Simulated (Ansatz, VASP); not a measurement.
## Sn (ladder Sn chain) in two plane-wave programs

Wanted: the spread between two codes on one cell, functional and k mesh. The structure shown is the start of the Ansatz relaxation below; VASP solves that cell, so the two are compared at the walk's first step. Other levels of theory on this material are compared in a session of their own.

Program: Ansatz 0.2.0. Level of theory: plane waves, with VASP 6.6.1 beside it; PBEsol. Results are calculated unless marked as measured.

### Step 1. The starting structure

The cell holds 2 atoms: 2 Sn. Cell: a = 9.000 Å, b = 7.500 Å, c = 2.720 Å, α = 90.0°, β = 90.0°, γ = 90.0°. Vacuum lies along a and b. The structure's axis is c.

### Step 2. Ansatz: relaxation, PBEsol

Ansatz runs on its default PAW (the set named soft_2) files.

The two programs are compared at the cell with which this relaxation starts, whose forces are those of its first step.

File input.yaml:

```yaml
crystal:
  lattice:
    - [9.0, 0.0, 0.0]
    - [0.0, 7.5, 0.0]
    - [0.0, 0.0, 2.72023]
  atoms:
    - { symbol: Sn, position: [0.370884444, 0.5, 0.0], spin: 0.5 }
    - { symbol: Sn, position: [0.629115556, 0.5, 0.5], spin: 0.5 }
magnetization:
  spin_polarized: true
kpoints:
  mp_grid: { grid: [1, 1, 30] }
scf:
  occupations: { method: fermi_dirac, width: 0.05 }
hamiltonian:
  xc: pbesol
relax:
  cell: { fix: [a, b, alpha, beta, gamma] }
  max_steps: 60
```

The run is started by

```sh
ansatz run input.yaml --threads 4 --pin off --max-ram 8192MiB --backend cpu --events-out ev --progress --plain --runs-dir out
```

Numbers of over 12 decimals in the logs are rounded to 6 here.

What it wrote:

```text
Engine: ansatz 0.2.0, aarch64-unknown-linux-gnu
Pseudopotentials: kind: paw
Pseudopotential: Sn, paw, valence charge 14, recommended cutoff 420 eV (normal), Sn.paw.azcp
Functional definition: PBEsol
  exchange = pbesol_x
  correlation = pbesol_c
Crystal: 2 atoms, lattice volume = 183.616 Å³
Basis set: ecut = 420 eV, 3635 PW (Γ), exchange–correlation on 128×108×40 points (8 copies of the dense FFT grid, shifted against one another)
Bands: 19, of which v1, the nominal top of the filled ones, is band 14 counted from 1 (13 counted from 0)
Symmetry: 8 space group operations
Space group: Pmma (ITA 51), of the structure as read, at distance tolerance 5.7e-5 Å
Magnetic group: BNS 51.289 (UNI 387), of the structure as read, at distance tolerance 5.7e-5 Å
k-points: 16 of 30
Non-local potential: Sn, projectors of the file, l = 0: 2, l = 1: 2, l = 2: 2, l = 3: 2
PAW form: soft (Blöchl's): semilocal exchange-correlation on the pseudo side does not see the compensation charge
PAW frozen core: Sn, regenerated for the run's functional, and the local potential with it (the file was generated under x = pbe(κ = 0.804, μ = 0.219515), c = pbe(β = 0.066725))
PAW one-centre angular grid: Sn, 590 points (default); XC on 64 Gauss nodes
Initial density: superposition of atomic densities (neutral atoms: chi_scale 0, normalization atom)
Starting moments: Σ|m| = 1 μB on 2 of 2 sites
Initial wavefunctions: pseudopotential atomic-orbital guess
Functional: x = pbesol(κ = 0.804, μ = 0.123457), c = pbesol(β = 0.046)
iter 1 solved again at ethr=2.90e-3 eV; its pass at ethr=3.10e-3 eV (dr2=8.11e-1 eV) is discarded
SCF iter   1: F=—  HF=-11897.395958 eV  |F-HF|=—  |Δ(HF+E_count)|=         —  Δρ=1.60e-2 (↑1.60e-2 ↓1.43e-2)  dr2=8.31e-1  dr2_m=3.18e-1  M=0.074 μB ∫|m|=0.074 μB  β_m=0.30  ethr=2.90e-3  ⟨swp⟩=1.0  Hψ=4457  notcnv=0
preconditioner: auto → Resta (q_TF=auto, 1.994 Å⁻¹)  ε∞=1.9  [insulator: Δε(μ)=0.154 eV  Ē_g=7.656 eV  σ=0.050 eV  W_gap=0.53  n_scr=20 (ndim 8)  ℏωp=7.4 eV  f_vac=0.550  D(μ)=1.10/eV (n_scr^D=4)  ε∞_Penn≈1.9  vacuum switching on, ρ_ref=4.3e-3 e/Å³]
spin=Collinear: Resta preconditioning applied to the charge; magnetization (m = ρ↑ − ρ↓) channel mixes plain (no charge-response kernel on spin).
SCF iter   2: F=—  HF=-11897.236055 eV  |F-HF|=—  |Δ(HF+E_count)|=   1.60e-1  Δρ=1.10e-2 (↑1.10e-2 ↓1.01e-2)  dr2=3.05e-1  dr2_m=1.58e-1  M=0.060 μB ∫|m|=0.060 μB  β_m=0.30  ethr=2.90e-3  ⟨swp⟩=2.3  Hψ=785  notcnv=0
preconditioner: auto → LDOS  [metal: Δε(μ)=0.117 eV  Ē_g=8.177 eV  σ=0.050 eV  W_gap=0.42  n_scr=20 (ndim 8)  ℏωp=7.8 eV  f_vac=0.555  D(μ)=1.16/eV (n_scr^D=4)]
spin=Collinear: LDOS preconditioning applied to the charge; magnetization (m = ρ↑ − ρ↓) channel mixes plain (no charge-response kernel on spin).
SCF iter   3: F=—  HF=-11897.151221 eV  |F-HF|=—  |Δ(HF+E_count)|=   8.48e-2  Δρ=7.01e-3 (↑6.78e-3 ↓7.01e-3)  dr2=2.73e-2  dr2_m=7.69e-2  M=0.095 μB ∫|m|=0.095 μB  β_m=0.30  ethr=1.09e-3  ⟨swp⟩=3.1  Hψ=1058  notcnv=0
SCF iter   4: F=—  HF=-11897.154706 eV  |F-HF|=—  |Δ(HF+E_count)|=   3.48e-3  Δρ=5.03e-3 (↑4.63e-3 ↓5.03e-3)  dr2=5.43e-3  dr2_m=3.87e-2  M=0.079 μB ∫|m|=0.079 μB  β_m=0.30  ethr=9.76e-5  ⟨swp⟩=2.8  Hψ=1295  notcnv=0  defer=4
SCF iter   5: F=—  HF=-11897.158407 eV  |F-HF|=—  |Δ(HF+E_count)|=   3.70e-3  Δρ=3.52e-3 (↑3.30e-3 ↓3.52e-3)  dr2=2.10e-3  dr2_m=1.92e-2  M=0.078 μB ∫|m|=0.078 μB  β_m=0.30  ethr=1.94e-5  ⟨swp⟩=3.0  Hψ=1211  notcnv=0  defer=4
SCF iter   6: F=—  HF=-11897.160600 eV  |F-HF|=—  |Δ(HF+E_count)|=   2.19e-3  Δρ=2.47e-3 (↑2.47e-3 ↓2.37e-3)  dr2=5.45e-4  dr2_m=9.79e-3  M=0.063 μB ∫|m|=0.063 μB  β_m=0.30  ethr=7.49e-6  ⟨swp⟩=2.8  Hψ=1200  notcnv=0  defer=4
SCF iter   7: F=—  HF=-11897.161496 eV  |F-HF|=—  |Δ(HF+E_count)|=   8.96e-4  Δρ=1.73e-3 (↑1.73e-3 ↓1.69e-3)  dr2=6.46e-5  dr2_m=4.92e-3  M=0.057 μB ∫|m|=0.057 μB  β_m=0.30  ethr=1.95e-6  ⟨swp⟩=3.0  Hψ=1086  notcnv=0  defer=4
Mixer restart at iter 7: flushing history
spin-set hold released at iteration 7 (site moments contracting): the magnetisation degrees of freedom join the quasi-Newton model from the next iteration; the mixer history was flushed
SCF iter   8: F=—  HF=-11897.162024 eV  |F-HF|=—  |Δ(HF+E_count)|=   5.28e-4  Δρ=1.23e-3 (↑1.23e-3 ↓1.21e-3)  dr2=2.17e-5  dr2_m=2.50e-3  M=0.050 μB ∫|m|=0.050 μB  β_m=0.65  ethr=2.31e-7  ⟨swp⟩=2.1  Hψ=797  notcnv=0  defer=4
SCF iter   9: F=—  HF=-11897.162715 eV  |F-HF|=—  |Δ(HF+E_count)|=   6.91e-4  Δρ=8.41e-5 (↑7.55e-5 ↓8.41e-5)  dr2=1.52e-5  dr2_m=9.15e-6  M=0.026 μB ∫|m|=0.026 μB  β_m=0.63  ethr=7.74e-8  ⟨swp⟩=2.2  Hψ=1136  notcnv=0  defer=4
SCF iter  10: F=—  HF=-11897.162734 eV  |F-HF|=—  |Δ(HF+E_count)|=   1.94e-5  Δρ=5.92e-5 (↑5.73e-5 ↓5.92e-5)  dr2=1.11e-6  dr2_m=5.60e-6  M=0.021 μB ∫|m|=0.021 μB  β_m=0.82  ethr=5.43e-8  ⟨swp⟩=2.0  Hψ=1057  notcnv=0  defer=4
[...]
the starting moments were not kept: the SCF closed with an absolute magnetisation of 2.3e-6 μB, where they sum to 1 μB in size (2 sites). That is at most 0.1 of that sum. Measured as dr2_m measures the in/out step, that magnetisation stands 4.6e-13 eV from none, at or under the dr2_threshold of 2.0e-11 eV: it is no larger than a step whose dr2_m would equal this threshold.
SCF 6 converged in 10 iterations: F = -11897.919872 eV  dr2 = 1.21e-12
relax step   6: F+E_penalty+E_count = -11897.91987176 eV  Δ(F+E_penalty+E_count) = -2.058e-2 eV  max|allowed force component| = 1.737e-2 eV/Å  Δτ_max = 0.0309 Å  P = -0.125 GPa  Ω = 203.335 Å³  energy of the carried Pulay correction = -1.869e-3 eV  fix = [a, b, alpha, beta, gamma]  reactions: a -0.595, b +0.287 GPa  (10 SCF iters, accepted)
[...]
relax step   7: F+E_penalty+E_count = -11897.91998309 eV  Δ(F+E_penalty+E_count) = -1.113e-4 eV  max|allowed force component| = 1.682e-3 eV/Å  Δτ_max = 0.0020 Å  P = -0.118 GPa  Ω = 203.086 Å³  energy of the carried Pulay correction = -1.847e-3 eV  fix = [a, b, alpha, beta, gamma]  reactions: a -0.637, b +0.287 GPa  (7 SCF iters, dr2 threshold 1.89e-8 eV, accepted)
[...]
relax step   8: F+E_penalty+E_count = -11897.92111391 eV  Δ(F+E_penalty+E_count) = -1.131e-3 eV  max|allowed force component| = 2.655e-3 eV/Å  Δτ_max = 0.0000 Å  P = -0.125 GPa  Ω = 203.086 Å³  fix = [a, b, alpha, beta, gamma]  reactions: a -0.646, b +0.280 GPa  stress off target by 8.97e-3 GPa on what of the cell is left free  SCF on the basis re-selected at this cell (its energy is not comparable with the rows above)  (6 SCF iters)
basis re-selected at this cell: Δ(F+E_penalty+E_count) = -1.131e-3 eV, ΔP = -0.007 GPa vs the last step (what re-selecting the basis moved, of the pressure what is left beyond the Pulay correction that the steps carried, after the strain that the cell walked since its last selection, with what the two solves' SCF thresholds leave and, on support functions, any second-order correction that the steps lacked; it is no measure of the basis error at this ecutwfc). The dense FFT grid was sized anew with the basis: this SCF ran on 64×54×24 points, the steps before it on 64×54×20, so part of this shift can come from that change (see relax.cell in the input reference). [rest of the remark cut]
SCF converged after 6 iterations
Magnetization: 0.0000 μB (14.0000 up, 14.0000 down)
Absolute magnetization: 0.0000 μB (∫|ρ↑−ρ↓|, with the PAW one-centre terms)
Spin contamination: 0.0000 ħ² per cell (⟨S²⟩ above its minimum at these occupations)
Per-site moments (μB) at R_I (Å): [(4.7314554584718945e-7, 1.233759), (4.7314554577406763e-7, 1.233759)]
Free energy (F): -11897.921114 eV
Harris-Foulkes:  -11897.921114 eV  (|F-HF|=1.09e-11)
Internal energy: -11897.908891 eV  (E = F + TS)
E sigma→0 (E₀):  -11897.915003 eV
Entropy (-TS):   -0.012223 eV (-6.111 meV/atom)
Fermi energy:    -0.177788 eV
--- Per-component energies (eV) ---
  E_band       = -463.432502
  E_kinetic    = 371.704081
  E_local      = -5147.267390  (includes V_loc(G=0)·N_el)
  E_nonlocal   = -61.829522
  E_hartree    = 2634.527761
  E_xc         = -757.201415
  E_vxc        = -191.621182  (∫ρ·V_xc dr)
  E_paw        = -8126.477337  (= ΣΔE_a)
  E_vpaw       = -703.473883  (= ΣTr[D̂ρ^β])
  E_aug_tail   = -0.000001  (compensation charges beyond the density's cutoff)
  E_ewald      = -811.934749
  E_core_change = 0.569680  (= ΣΔE_core)
  E_smearing   = -0.012223  (= −TS)
  E_closure    = -0.000000  (closes the sum)
  Σ components = -11897.921114   (vs F -11897.921114, Δ=0.00e0)
--- Forces (eV/Å), atoms counted from 1 ---
  atom   1  Sn     0.00265544     0.00000000     0.00000000
  atom   2  Sn    -0.00265544     0.00000000     0.00000000
  max |Σ_I F_I| component: 4.34e-19 eV/Å
--- Stress (GPa, compression-positive) ---
       -0.646304       0.000000       0.000000
        0.000000       0.279777       0.000000
        0.000000       0.000000      -0.008969
  P = ⅓ Tr σ = -0.1252 GPa (-1.252 kbar)
--- Relaxed structure (7 steps of the walk, 6 accepted, 1 SCFs on fresh bases) ---
  F+E_penalty+E_count = -11897.92111391 eV   max|allowed force component| = 2.655e-3 eV/Å   (the final SCF, on the basis selected at the relaxed cell)
  cell:  # Å, volume = 203.0857 Å³
    - [9.0, 0.0, 0.0]
    - [0.0, 7.5, 0.0]
    - [0.0, 0.0, 3.008677]
  atoms:
    - { symbol: Sn, position: [0.356384, 0.5, 0.0] }
    - { symbol: Sn, position: [0.643616, 0.5, 0.500000] }
```

Reading the cycles: dr2 is the Hartree energy of the density residual (eV), the measure of convergence; HF is the Harris–Foulkes estimate of the energy, which meets the free energy F at convergence.

### Step 3. VASP: single point, PBEsol, start cell

The same cell, functional, mesh and smearing now go to VASP, with its own data sets.

Lines of VASP's logs that name or quote its potential files are left out, and so is its time.

File INCAR:

```
SYSTEM = Sn
PREC = Accurate
ENCUT = 400
EDIFF = 1E-06
NELM = 200
ISMEAR = -1
SIGMA = 0.05
LREAL = .FALSE.
ALGO = Normal
GGA = PS
NBANDS = 21
ISPIN = 2
MAGMOM = 0 0
LORBIT = 11
LWAVE = .FALSE.
LCHARG = .FALSE.
ISIF = 2
LASPH = .TRUE.
GGA_COMPAT = .FALSE.
KPAR = 2
```

File POSCAR:

```
Sn
1.0
    9.0000000000      0.0000000000      0.0000000000
    0.0000000000      7.5000000000      0.0000000000
    0.0000000000      0.0000000000      2.7202300000
Sn
2
Direct
    0.3708844444      0.5000000000      0.0000000000
    0.6291155556      0.5000000000      0.5000000000
```

File KPOINTS:

```
Automatic mesh
0
Gamma
1 1 30
0 0 0
```

PAW data sets: Sn_d (PBE family, release 64).

The run is started by

```sh
mpirun -np 2 vasp_std
```

What it wrote:

```text
[banner, memory and clock lines left out]
running    2 mpi-ranks, on    1 nodes
 distrk:  each k-point on    1 cores,    2 groups
 distr:  one band on    1 cores,    1 groups

 POSCAR found type information on POSCAR Sn
 POSCAR found :  1 types and       2 ions
|                                                                             |
|               ----> ADVICE to this user running VASP <----                  |
|                                                                             |
|     You enforced a specific xc type in the INCAR file but a different       |
|     [... a line on the potential file left out ...]
|     I HOPE YOU KNOW WHAT YOU ARE DOING!                                     |
|                                                                             |

 LDA part: xc-table for (Slater+PW92), standard interpolation
 POSCAR, INCAR and KPOINTS ok, starting setup
 FFT: planning ... GRIDC
 FFT: planning ... GRID_SOFT
 FFT: planning ... GRID
 WAVECAR not read
 entering main loop
       N       E                     dE             d eps       ncg     rms          rms(c)
DAV:   1     0.190414620758E+03    0.19041E+03   -0.12818E+04  1512   0.111E+03
DAV:   2     0.115006811803E+02   -0.17891E+03   -0.17526E+03  1410   0.289E+02
DAV:   3    -0.584031212148E+01   -0.17341E+02   -0.17163E+02  1622   0.117E+02
DAV:   4    -0.642951852491E+01   -0.58921E+00   -0.58896E+00  1477   0.236E+01
DAV:   5    -0.645767007035E+01   -0.28152E-01   -0.28151E-01  2009   0.458E+00    0.353E+00
DAV:   6    -0.621444570662E+01    0.24322E+00   -0.16909E-01  1423   0.333E+00    0.196E+00
DAV:   7    -0.611065222507E+01    0.10379E+00   -0.27177E-01  1643   0.376E+00    0.302E-01
DAV:   8    -0.611643465898E+01   -0.57824E-02   -0.48374E-02  1450   0.211E+00    0.251E-01
DAV:   9    -0.611485849504E+01    0.15762E-02   -0.67732E-03  1574   0.575E-01    0.985E-02
DAV:  10    -0.611657369454E+01   -0.17152E-02   -0.14150E-03  1382   0.348E-01    0.617E-02
DAV:  11    -0.611756592839E+01   -0.99223E-03   -0.44192E-04  1688   0.157E-01    0.374E-02
DAV:  12    -0.611810430387E+01   -0.53838E-03   -0.15959E-04  1414   0.105E-01    0.256E-02
DAV:  13    -0.611832591655E+01   -0.22161E-03   -0.14065E-04  1569   0.936E-02    0.130E-02
DAV:  14    -0.611832117164E+01    0.47449E-05   -0.24668E-05  1434   0.434E-02    0.119E-02
DAV:  15    -0.611833304042E+01   -0.11869E-04   -0.64105E-06  1278   0.213E-02    0.568E-03
DAV:  16    -0.611833835567E+01   -0.53153E-05   -0.49784E-06  1208   0.131E-02    0.179E-03
DAV:  17    -0.611834015999E+01   -0.18043E-05   -0.16374E-06  1213   0.835E-03    0.242E-03
DAV:  18    -0.611834052856E+01   -0.36856E-06   -0.32077E-07  1013   0.630E-03
   1 F= -.61183405E+01 E0= -.61086227E+01  d E =-.194357E-01  mag=    -0.0000
```

OUTCAR, selected parts (step 3):

```text
ion  position               nearest neighbor table
   1  0.371  0.500  0.000-   2 2.69   2 2.69
   2  0.629  0.500  0.500-   1 2.69   1 2.69

  LATTYP: Found a simple orthorhombic cell.
 ALAT       =     2.7202300000
 B/A-ratio  =     2.7571198024
 C/A-ratio  =     3.3085437628

 Subroutine GETGRP returns: Found  8 space group operations
 (whereof  4 operations were pure point group operations)

The static configuration has the point symmetry C_2v.
 The point group associated with its full space group is D_2h.

 Found     16 irreducible k-points:

   k-points           NKPTS =     16   k-points in BZ     NKDIM =     16   number of bands    NBANDS=     21

   dimension x,y,z NGX =    60 NGY =   50 NGZ =   18
   dimension x,y,z NGXF=   120 NGYF=  100 NGZF=   36

   ENCUT  =  400.0 eV  29.40 Ry    5.42 a.u.  14.68 12.23  4.44*2*pi/ulx,y,z

   NELECT =      28.0000    total number of electrons

 k-points in reciprocal lattice and weights: Automatic mesh
   0.00000000  0.00000000  0.00000000       0.033
   0.00000000  0.00000000  0.03333333       0.067
   0.00000000  0.00000000  0.06666667       0.067
   0.00000000  0.00000000  0.10000000       0.067
   0.00000000  0.00000000  0.13333333       0.067
   0.00000000  0.00000000  0.16666667       0.067
   0.00000000  0.00000000  0.20000000       0.067
   0.00000000  0.00000000  0.23333333       0.067
   0.00000000  0.00000000  0.26666667       0.067
[...]
0.00000000  0.00000000  0.46666667       0.067
   0.00000000  0.00000000  0.50000000       0.033

 average (electrostatic) potential at core
       1-107.3463       2-107.3463

 E-fermi :  -0.3820

 spin component 1
 k-point     1 :       0.0000    0.0000    0.0000
  band No.  band energies     occupation
    ...
     10     -21.5544      1.00000
     11     -11.7772      1.00000
     12      -7.6974      1.00000
     13      -3.2790      1.00000
     14      -2.9291      1.00000
     15      -0.3670      0.42583
     16       2.1653      0.00000
     17       3.1617      0.00000
     18       3.5605      0.00000
     19       4.3432      0.00000
    ...

 k-point     2 :       0.0000    0.0000    0.0333
  band No.  band energies     occupation
    ...
     10     -21.5583      1.00000
     11     -11.7530      1.00000
     12      -7.6754      1.00000
     13      -3.2526      1.00000
     14      -2.9010      1.00000
     15      -0.3416      0.30843
     16       2.1870      0.00000
     17       3.1817      0.00000
     18       3.5835      0.00000
     19       4.3647      0.00000
    ...

 k-point     3 :       0.0000    0.0000    0.0667
  band No.  band energies     occupation
    ...
     10     -21.5698      1.00000
     11     -11.6802      1.00000
     12      -7.6093      1.00000
     13      -3.1735      1.00000
     14      -2.8170      1.00000
     15      -0.2656      0.08885
     16       2.2519      0.00000
     17       3.2416      0.00000
     18       3.6523      0.00000
     19       4.4291      0.00000
    ...

 k-point     4 :       0.0000    0.0000    0.1000
  band No.  band energies     occupation
    ...
     10     -21.5876      1.00000
     11     -11.5586      1.00000
     12      -7.4986      1.00000
     13      -3.0424      1.00000
     14      -2.6777      1.00000
     15      -0.1398      0.00782
     16       2.3601      0.00000
     17       3.3409      0.00000
     18       3.7670      0.00000
     19       4.5366      0.00000
    ...

 k-point     5 :       0.0000    0.0000    0.1333
  band No.  band energies     occupation
    ...
     10     -21.6097      1.00000
     11     -11.3876      1.00000
     12      -7.3428      1.00000
     13      -2.8602      1.00000
     14      -2.4844      1.00000
     15       0.0342      0.00024
     16       2.5112      0.00000
     17       3.4787      0.00000
     18       3.9272      0.00000
     19       4.6661      0.00000
    ...

 k-point     6 :       0.0000    0.0000    0.1667
  band No.  band energies     occupation
    ...
     10     -21.6334      1.00000
     11     -11.1668      1.00000
     12      -7.1410      1.00000
     13      -2.6281      1.00000
     14      -2.2388      1.00000
     15       0.2545      0.00000
     16       2.7050      0.00000
     17       3.6535      0.00000
     18       3.9781      0.00000
     19       4.1327      0.00000
    ...

  Total        5.6829459      0.3074004     10.2301694      0.0000000      0.0000000      0.0000000
  in kB       49.5877842      2.6822892     89.2655752      0.0000000      0.0000000      0.0000000
  external PRESSURE =      47.1785496 kB  Pullay stress =       0.0000000 kB

  energy-cutoff  :      400.00
  volume of cell :      183.62
      direct lattice vectors                 reciprocal lattice vectors
     9.000000000  0.000000000  0.000000000     0.111111111  0.000000000  0.000000000
     0.000000000  7.500000000  0.000000000     0.000000000  0.133333333  0.000000000
     0.000000000  0.000000000  2.720230000     0.000000000  0.000000000  0.367615974

 POSITION                                       TOTAL-FORCE (eV/Angst)
 -----------------------------------------------------------------------------------
      3.33796      3.75000      0.00000        -2.698559      0.000000      0.000000
      5.66204      3.75000      1.36011         2.698559      0.000000      0.000000
 -----------------------------------------------------------------------------------
    total drift:                                0.000000      0.000000     -0.000000

  FREE ENERGIE OF THE ION-ELECTRON SYSTEM (eV)
  ---------------------------------------------------
  free  energy   TOTEN  =        -6.1183405286 eV

  energy  without entropy=       -6.0989048068  energy(sigma->0) =       -6.10862267

 total charge
# of ion       s       p       d       tot
------------------------------------------
    1        1.282   1.153  10.008  12.442
    2        1.282   1.153  10.008  12.442
--------------------------------------------------
tot          2.563   2.307  20.015  24.885

 magnetization (x)
# of ion       s       p       d       tot
------------------------------------------
    1       -0.000  -0.000  -0.000  -0.000
    2       -0.000  -0.000  -0.000  -0.000
--------------------------------------------------
tot         -0.000  -0.000  -0.000  -0.000

[... 4 further parts left out ...]
```

### Step 4. Comparison

Known differences besides the potentials themselves: the cutoff is 420 eV in Ansatz and 400 eV in VASP; Ansatz makes its cores anew for this functional, VASP keeps those of its PBE data sets. Total energies have different zeros and are not compared.

Forces (eV/Å; atoms numbered as in POSCAR):

```
atom        Ansatz x, y, z          VASP x, y, z
 Sn1  -2.693, 0.000, 0.000  -2.699, 0.000, 0.000
 Sn2   2.693, 0.000, 0.000   2.699, 0.000, 0.000
```

The forces differ by 3.1 meV/Å r.m.s., which is 0.2 % of the r.m.s. force of 1.558 eV/Å (both taken over all components). Moments aren't recorded for both runs of this pair, so they may hold unlike magnetic states.

### Step 5. Results

```
r.m.s. force difference (single point, PBEsol, start cell) : 0.20 % of the r.m.s. force
```

**Reading.** The r.m.s. force difference is 0.20 % of the r.m.s. force (single point, PBEsol, start cell), within the 3 % picked in this series as the mark of a large difference. 9 further pairs of this series are not shown here. How closely two codes agree says nothing of how well the functional describes the real material.

[Lines on the potential files, build, host, timing and source positions are cut from VASP's logs without a mark.]

[Logs are printed without paths, hosts, clocks, repeated set-up lines and the standing remarks that a program may print on its own settings, such as how far it seeks lower states.]

[Hosts, paths, dates, database ids (printed as entryN), source tags and the programs' standing remarks are cut or masked in the printed files.]
